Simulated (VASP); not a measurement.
## CaInF2 under changes of volume

One of the cells (27.668 Å³/atom); the others are scaled copies at fixed shape and fractional positions:

```
Ca In F
1.0
     3.53739    0.00000    0.00000
    -1.76870    3.06346    0.00000
     0.00000    0.00000   10.21255
Ca In F
1 1 2
Direct
  0.00000 0.00000 0.00000
  0.00000 0.00000 0.50000
  0.66667 0.33333 0.90094
  0.33333 0.66667 0.09906
```

The cell was built by a generator and needn't be a form met in nature.

```yaml
Program: VASP 6.6.1
Functional: PBE
Potentials_or_basis: VASP PAW PBE potentials, release 64 (Ca_sv, In_d, F)
Cutoff: 520 eV
k_mesh: 9 × 9 × 3
Occupations: fermi-dirac, width 0.05 eV
Spin: no spin polarisation
```

| volume (Å³/atom) | energy over the lowest point (meV/atom) | pressure (GPa) | largest force (eV/Å) |
| --- | --- | --- | --- |
| 25.498 | ? | ? | ? |
| 26.040 | 6.52 | 1.7 | 0.313 |
| 26.583 | 1.89 | 0.9 | 0.174 |
| 27.668 | 0.00 | -0.5 | 0.071 |
| 28.210 | 2.23 | -1.1 | 0.180 |
| 28.753 | 6.30 | -1.6 | 0.281 |

Question: What does the run at 25.498 Å³/atom give?

Answer: Energy over the lowest point 14.03 meV/atom; pressure 2.6 GPa; largest force 0.463 eV/Å.

Worked out: A Birch-Murnaghan fit of order 3 (a polynomial in V^(-2/3)) to the other rows has its minimum at 27.35 Å³/atom with B0 = V·E''(V) = 32 GPa and B' = 4.5 at fixed shape and positions, which overstates the stiffness. It gives 13.97 meV/atom at 25.498 Å³/atom, against the run's 14.03, and -dE/dV = 2.7 GPa, against 2.6.

Energies are extrapolated to zero smearing.

Caveats: an odd number of electrons without spin polarisation forces a metal; a magnetic or distorted state may lie lower.
